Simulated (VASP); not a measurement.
Set up this calculation in VASP 6.6.1, as the native input.

- Task: relaxation of cell and atoms
- Functional: LDA
- Potentials or basis: VASP PAW LDA potentials, release 64 (Sn_d, C)
- Cutoff: 600 eV
- k mesh: 12 × 12 × 12
- Occupations: gaussian, width 0.02 eV
- Spin: no spin polarisation
- Dipole correction: no
- Further INCAR settings: ALGO = Fast; EDIFF = 1e-06; IBRION = 2; EDIFFG = -0.005; NSW = 100; ISIF = 3

The structure of SnC2 lies in POSCAR:

```
SnC2
1.0
   -1.9706657144      1.9706657144      3.2327617929
    1.9706657144     -1.9706657144      3.2327617929
    1.9706657144      1.9706657144     -3.2327617929
Sn C
1 2
Direct
    0.0000000000      0.0000000000      0.0000000000
    0.5975894921      0.5975894921      0.0000000000
    0.4024105079      0.4024105079      0.0000000000
```

The cell comes from a database or a generator and needn't be the stable form of this composition.

One way to write it, as run:

INCAR

```
SYSTEM = SnC2
ALGO     = Fast           ! electronic algorithm
EDIFF    = 1E-6           ! SCF threshold, eV
EDIFFG   = -0.005         ! ionic threshold
ENCUT    = 600            ! plane-wave cutoff, eV
IBRION   = 2              ! ionic algorithm
ISIF     = 3              ! what is computed and relaxed
ISMEAR   = 0              ! smearing method
LASPH    = .True.         ! aspherical terms in the spheres
LCHARG   = .False.        ! write CHGCAR
LREAL    = .False.        ! projectors in reciprocal space
LWAVE    = .False.        ! write WAVECAR
NELM     = 100            ! most SCF steps
NSW      = 100            ! ionic steps
PREC     = Accurate       ! precision mode
SIGMA    = 0.02           ! smearing width, eV
```

KPOINTS

```
k-points
0
Gamma
  12 12 12
  0 0 0
```

Potentials or basis: VASP PAW LDA potentials, release 64 (Sn_d, C).

Command:

```sh
$ cat potpaw_LDA.64/Sn_d/POTCAR potpaw_LDA.64/C/POTCAR > POTCAR
$ mpirun -np 1 vasp_std > vasp.out
```

Results of the run:

```json
{
 "Relaxed volume": "16.74 Å³/atom",
 "Relaxed cell": "a = 4.269 Å, b = 4.269 Å, c = 4.269 Å, α = 125.01°, β = 125.01°, γ = 81.52°",
 "Space group after relaxing (to 0.05 Å)": "I4/mmm (No. 139)",
 "Energy gained by relaxing": "0.0 meV/atom",
 "Ionic steps": "3",
 "Pressure after relaxing": "0.0 GPa",
 "Band gap on the k mesh": "0.22 eV, indirect (least direct gap 1.01 eV)"
}
```

Caveat: spin-orbit coupling is left out, which moves the levels of the heavy elements.

Wall time 4.1 min on 1 thread of Intel(R) Xeon(R) Platinum 8375C CPU @ 2.90GHz (Ice Lake), with other jobs on the host, peak memory 0.3 GiB.
